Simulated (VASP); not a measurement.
A convergence study with VASP on Hf (hcp): one setting is varied, all else stays as given below, so the limit is that of these other settings.

```
CELL_PARAMETERS angstrom
      1.59500    -2.76262     0.00000
      1.59500     2.76262     0.00000
      0.00000     0.00000     5.05000
ATOMIC_POSITIONS crystal
  Hf 0.33333 0.66667 0.25000
  Hf 0.66667 0.33333 0.75000
```

Computed with PBE GGA, VASP's PBE PAW potentials (set 64) (plane waves; VASP 6.6.1). The tightest run used: 550 eV cut-off, 23×23×12 Γ-centred mesh, tetrahedra with Blöchl corrections, potentials Hf_pv.

### Question
The settings run are 3×3×2 mesh; 4×4×2 mesh; 5×5×3 mesh; 6×6×3 mesh; 7×7×4 mesh; 8×8×4 mesh; 9×9×5 mesh; 10×10×5 mesh; 11×11×6 mesh; 12×12×6 mesh; 13×13×7 mesh; 14×14×7 mesh; 15×15×8 mesh; 16×16×9 mesh; 17×17×9 mesh; 18×18×10 mesh; 19×19×10 mesh; 20×20×11 mesh; 21×21×11 mesh; 22×22×12 mesh; 23×23×12 mesh. From which on does the energy per atom stay within 0.001 eV/atom of the tightest run?

### Answer
From 13×13×7 mesh on: it is off by 0.0005 there and by no more than 0.001 in any finer run, while 12×12×6 mesh is off by 0.0014.
| setting | E (eV/atom) | pressure (GPa) | irreducible k-points | difference judged (eV/atom) |
|---|---|---|---|---|
| 3×3×2 mesh | -9.9029 | 0.28 | 6 | 0.0219 |
| 4×4×2 mesh | -9.8973 | 0.49 | 8 | 0.0275 |
| 5×5×3 mesh | -9.9306 | 0.45 | 10 | 0.0059 |
| 6×6×3 mesh | -9.9020 | 1.22 | 14 | 0.0228 |
| 7×7×4 mesh | -9.9216 | 0.83 | 24 | 0.0031 |
| 8×8×4 mesh | -9.9272 | 0.75 | 30 | 0.0024 |
| 9×9×5 mesh | -9.9235 | 0.91 | 36 | 0.0013 |
| 10×10×5 mesh | -9.9227 | 0.84 | 42 | 0.0021 |
| 11×11×6 mesh | -9.9246 | 0.93 | 64 | 0.0002 |
| 12×12×6 mesh | -9.9234 | 0.96 | 76 | 0.0014 |
| 13×13×7 mesh | -9.9243 | 0.94 | 84 | 0.0005 |
| 14×14×7 mesh | -9.9242 | 0.95 | 96 | 0.0006 |
| 15×15×8 mesh | -9.9246 | 0.93 | 135 | 0.0002 |
| 16×16×9 mesh | -9.9246 | 0.92 | 150 | 0.0001 |
| 17×17×9 mesh | -9.9247 | 0.93 | 165 | 0.0000 |
| 18×18×10 mesh | -9.9247 | 0.93 | 222 | 0.0001 |
| 19×19×10 mesh | -9.9247 | 0.93 | 240 | 0.0001 |
| 20×20×11 mesh | -9.9246 | 0.94 | 264 | 0.0002 |
| 21×21×11 mesh | -9.9246 | 0.94 | 288 | 0.0002 |
| 22×22×12 mesh | -9.9248 | 0.93 | 364 | 0.0000 |
| 23×23×12 mesh | -9.9248 | 0.94 | 392 | 0.0000 |

Left out are rungs that failed or repeat a setting and relaxations that didn't move; long series are thinned to 24 rows.

The compound is Hf in the hcp structure. The cell was not relaxed at this level.
